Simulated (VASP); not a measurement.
Output of a VASP run:

### OSZICAR
```
       N       E                     dE             d eps       ncg     rms          rms(c)
DAV:   1     0.733786562630E+02    0.73379E+02   -0.82972E+03  4262   0.108E+03
DAV:   2    -0.237730757927E+02   -0.97152E+02   -0.94922E+02  4983   0.266E+02
DAV:   3    -0.263435981965E+02   -0.25705E+01   -0.24992E+01  5623   0.385E+01
DAV:   4    -0.263661877251E+02   -0.22590E-01   -0.22567E-01  5026   0.412E+00
DAV:   5    -0.263665184092E+02   -0.33068E-03   -0.33058E-03  5593   0.443E-01    0.184E+01
DAV:   6    -0.256657233275E+02    0.70080E+00   -0.24465E+00  5348   0.122E+01    0.840E+00
DAV:   7    -0.255770245264E+02    0.88699E-01   -0.16792E-01  5001   0.332E+00    0.299E+00
DAV:   8    -0.255638762944E+02    0.13148E-01   -0.23081E-02  5472   0.118E+00    0.277E-01
DAV:   9    -0.255633183664E+02    0.55793E-03   -0.17169E-03  5242   0.336E-01    0.153E-01
DAV:  10    -0.255632780286E+02    0.40338E-04   -0.19050E-04  5558   0.110E-01    0.593E-02
DAV:  11    -0.255632770830E+02    0.94563E-06   -0.17472E-05  5223   0.271E-02    0.132E-02
DAV:  12    -0.255632773831E+02   -0.30014E-06   -0.51112E-07  3459   0.645E-03
   1 F= -.25563277E+02 E0= -.25563124E+02  d E =-.255633E+02
       N       E                     dE             d eps       ncg     rms          rms(c)
DAV:   1    -0.255635393445E+02   -0.26226E-03   -0.79682E-03  4761   0.746E-01    0.674E-02
DAV:   2    -0.255634153751E+02    0.12397E-03   -0.47722E-04  5398   0.180E-01    0.273E-02
DAV:   3    -0.255633966802E+02    0.18695E-04   -0.35145E-05  5452   0.456E-02    0.122E-02
DAV:   4    -0.255633935798E+02    0.31005E-05   -0.88398E-06  5495   0.200E-02    0.649E-03
DAV:   5    -0.255633937356E+02   -0.15581E-06   -0.16375E-06  3762   0.106E-02
   2 F= -.25563394E+02 E0= -.25563298E+02  d E =-.116352E-03
```

### OUTCAR
```
------------------------ aborting loop because EDIFF is reached ----------------------------------------
  FORCE on cell =-STRESS in cart. coord.  units (eV):
  Direction    XX          YY          ZZ          XY          YZ          ZX
  --------------------------------------------------------------------------------------
  Total        0.0080063      0.0080063      0.0555354      0.0000000     -0.0000000     -0.0000000
  in kB        0.2966550      0.2966550      2.0577335      0.0000000     -0.0000000     -0.0000000
  external PRESSURE =       0.8836811 kB  Pullay stress =       0.0000000 kB
  volume of cell :       43.24
      direct lattice vectors                 reciprocal lattice vectors
    -1.629287375  1.629287375  4.072267761     0.000000000  0.306882633  0.122781710
     1.629287375 -1.629287375  4.072267761     0.306882633  0.000000000  0.122781710
     1.629287375  1.629287375 -4.072267761     0.306882633  0.306882633  0.000000000
 POSITION                                       TOTAL-FORCE (eV/Angst)
 -----------------------------------------------------------------------------------
      0.00000      0.00000      8.14454        -0.000000     -0.000000     -0.000000
      0.00000      0.00000      2.70139         0.000000      0.000000     -0.011963
      1.62929      1.62929      1.37088        -0.000000     -0.000000      0.011963
 -----------------------------------------------------------------------------------
    total drift:                               -0.000000     -0.000000      0.000000
  FREE ENERGIE OF THE ION-ELECTRON SYSTEM (eV)
  ---------------------------------------------------
  free  energy   TOTEN  =       -25.5633937356 eV

  energy  without entropy=      -25.5631058478  energy(sigma->0) =      -25.56329777

 reached required accuracy - stopping structural energy minimisation
```
(Selected blocks of OUTCAR.)

### POSCAR
```
TaSi2
1
   -1.6290774892     1.6290774892     4.0760118210
    1.6290774892    -1.6290774892     4.0760118210
    1.6290774892     1.6290774892    -4.0760118210
Ta Si
1 2
Direct
  0.0000000000   0.0000000000   0.0000000000
  0.3319313174   0.3319313174   0.0000000000
  0.6680686826   0.6680686826   1.0000000000
```

Reconstruct the remaining input files.

This is not unique; one that fits is the input of the run itself, PBEsol GGA, plane waves, VASP's PBE PAW potentials (set 64).

**INCAR**
```
# general
SYSTEM  = TaSi2
PREC    = Accurate
ENCUT   = 400
LREAL   = .FALSE.
LASPH   = .TRUE.

# electronic loop
EDIFF   = 1E-6
NELM    = 100
ALGO    = Normal
LMAXMIX = 6

# smearing
ISMEAR  = 1
SIGMA   = 0.1

# functional
GGA     = PS

# ions
IBRION  = 2
NSW     = 60
ISIF    = 3
EDIFFG  = -0.02

# output
LWAVE   = .FALSE.
LCHARG  = .FALSE.
```

File KPOINTS:
```
Automatic mesh
0
Gamma
12 12 12
0 0 0
```

POTCAR, in this order: Ta_pv Si (PBE.64 set). Program: vasp_std.

The structure was generated: TaSi2 was put into the MoSi2 type (I4/mmm), which need not be its known phase. This run relaxes it. Symmetry was kept, so distortions that lower it aren't found. The start is the result of an earlier pass. The electron count is odd and the run is not spin-polarised, which forces a metal.
